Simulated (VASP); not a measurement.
Input of a VASP 6.6.1 run:

INCAR

```
  PREC = Accurate
  ENCUT = 520
  EDIFF = 1E-6
  ISMEAR = 0
  SIGMA = 0.1
  LREAL = F
  LASPH = T
  NELM = 100
  ALGO = Normal
  ISIF = 2
  LWAVE = F
  LCHARG = F
  GGA = PE
  NBANDS = 20
```

The input KPOINTS:

```
Automatic mesh
0
Gamma
  6 6 6
```

Contents of POSCAR:

```
BeCd2
1.0
    0.0000000000      3.1616969676      3.1616969676
    3.1616969676      0.0000000000      3.1616969676
    3.1616969676      3.1616969676      0.0000000000
Be Cd
1 2
Direct
    0.2500000000      0.2500000000      0.2500000000
    0.5000000000      0.5000000000      0.5000000000
    0.7500000000      0.7500000000      0.7500000000
```

Potentials or basis: VASP PAW PBE potentials, release 64 (Be, Cd).

Run with:

```sh
$ cat potpaw_PBE.64/Be/POTCAR potpaw_PBE.64/Cd/POTCAR > POTCAR
$ mpirun -np 1 vasp_std > vasp.out
```

(1) What does it give for the pressure?

(2) Predict the band gap on the k mesh.

Answers

(1) 0.2 GPa.

(2) none (metal or under the smearing width).
